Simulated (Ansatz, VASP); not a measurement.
# Two plane-wave programs on KCdF3

INCAR

```
  ALGO = Normal
  EDIFF = 1E-6
  ENCUT = 520
  ISIF = 2
  ISMEAR = 0
  LASPH = True
  LCHARG = False
  LREAL = False
  LWAVE = False
  NBANDS = 29
  NELM = 100
  PREC = Accurate
  SIGMA = 0.05
```

The input KPOINTS:

```
k-points
0
Gamma
  6 6 6
```

POSCAR

```
KCdF3
1.0
    4.3820890200      0.0000000000      0.0000000000
    0.0000000000      4.3820890200      0.0000000000
    0.0000000000      0.0000000000      4.3820890200
K Cd F
1 1 3
Direct
    0.0000000000      0.0000000000      0.0000000000
    0.5000000000      0.5000000000      0.5000000000
   -0.0285252078      0.5000000000      0.5000000000
    0.4714747922      0.0000000000      0.5000000000
    0.4714747922      0.5000000000      0.0000000000
```

Input for Ansatz:

```yaml
crystal:
  lattice:
    - [4.38208902, 0.0, 0.0]
    - [0.0, 4.38208902, 0.0]
    - [0.0, 0.0, 4.38208902]
  atoms:
    - { symbol: K, position: [0.0, 0.0, 0.0] }
    - { symbol: Cd, position: [0.5, 0.5, 0.5] }
    - { symbol: F, position: [-0.0285252078, 0.5, 0.5] }
    - { symbol: F, position: [0.4714747922, 0.0, 0.5] }
    - { symbol: F, position: [0.4714747922, 0.5, 0.0] }
basis:
  ecutwfc: 420
kpoints:
  mp_grid: { grid: [6, 6, 6] }
hamiltonian:
  xc: lda
scf:
  occupations: { method: gaussian, width: 0.05 }
output:
  forces: true
  stress: true
  eigenvalues: true
```

Change from the starting cell: all F atoms moved +0.125 Å, as atom 3 towards its neighbour atom 2 (Cd) at 2.191 Å.

Alike in both runs: task single point; functional LDA; k mesh 6 × 6 × 6; occupations gaussian, width 0.05 eV; no spin polarisation.

|  | VASP | Ansatz |
| --- | --- | --- |
| version | VASP 6.6.1 | Ansatz 0.2.0 |
| potentials or method | VASP PAW LDA potentials, release 64 (K_sv, Cd, F) | scalar-relativistic, plane waves, PAW |
| plane-wave cutoff (eV) | 520 | 420 |
| valence electrons in the cell | 42 | 50 |

Ansatz gave:

* gap on the k mesh at the Fermi level (eV): 2.82
* least direct gap on the mesh (eV): 4.54
* pressure (GPa): -3.0
* largest component of the traceless stress (GPa): 1.27
* rms of the force components (eV/Å): 0.427

Task: Which values does VASP return?

Result: gap on the k mesh at the Fermi level (eV): 2.81; least direct gap on the mesh (eV): 4.51; pressure (GPa): -2.3; largest component of the traceless stress (GPa): 1.37; rms of the force components (eV/Å): 0.475.

Atom by atom the forces differ by 0.049 eV/Å (rms over components). The two sets of potentials don't hold the same shells in valence.

Caveats: forces of over 1 eV/Å show positions far from the minimum, so gaps and moduli don't describe the material at rest. A k mesh can miss the band edges.
